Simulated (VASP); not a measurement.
Given:

```xyz
1
Lattice="3.1600 0.0000 0.0000 0.0000 3.1600 0.0000 0.0000 0.0000 3.1600" Properties=species:S:1:pos:R:3 pbc="T T T"
Sb     0.0000     0.0000     0.0000
```

Method: SCAN meta-GGA, VASP's PBE PAW potentials (set 64) (plane waves; VASP). Run with 400 eV cut-off, 10×10×10 Γ-centred mesh, first-order Methfessel-Paxton smearing of 0.10 eV, potentials Sb.

Energy and stress use the plane-wave basis of the starting cell.

Task: The ions, cell shape and volume are relaxed. Which structure does the run end with?

Result: 
```xyz
1
Lattice="3.0757 0.0000 0.0000 0.0000 3.0757 0.0000 0.0000 0.0000 3.0757" Properties=species:S:1:pos:R:3 pbc="T T T"
Sb     0.0000     0.0000     0.0000
```
Space group Pm-3m (221), at a tolerance of 0.03 Å.

Task: How do energy and volume change from the first to the last step?

Result: The energy (σ→0) changes by -37.2 meV/atom and the volume by -7.8 %, in 3 ionic steps.

```
step  E(σ→0) (eV)  max force (eV/Å)  pressure (GPa)  volume (Å³)
----  -----------  ----------------  --------------  -----------
1        -37.2242             0.000           -4.51        31.55
2        -37.2461             0.000            3.57        27.67
3        -37.2613             0.000           -0.03        29.10
```

The structure comes from a measured Sb entry (Pm-3m) of the Crystallography Open Database, whose conditions weren't checked. This run relaxes it. Symmetry was kept, so distortions that lower it aren't found.
